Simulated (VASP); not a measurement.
Input:

```xyz
3
Lattice="0.0000 2.7406 2.7406 2.7406 0.0000 2.7406 2.7406 2.7406 0.0000" Properties=species:S:1:pos:R:3 pbc="T T T"
Ca     0.0000     0.0000     0.0000
F      1.3703     1.3703     1.3703
F      4.1109     4.1109     4.1109
```

All values below come from PBEsol GGA, VASP's PBE PAW potentials (set 64) (plane waves; VASP). Settings: 520 eV cut-off, 7×7×7 Γ-centred mesh, Gaussian smearing of 0.050 eV, potentials Ca_sv F.

Give the stress tensor in GPa (positive for a compressed cell).

```
-2.46   0.00   0.00
 0.00  -2.46   0.00
 0.00   0.00  -2.46
```
The pressure is its mean diagonal, -2.46 GPa.

The compound is CaF2 in the fluorite structure. This cell is one point of a volume scan, at 1.03 of the reference volume.
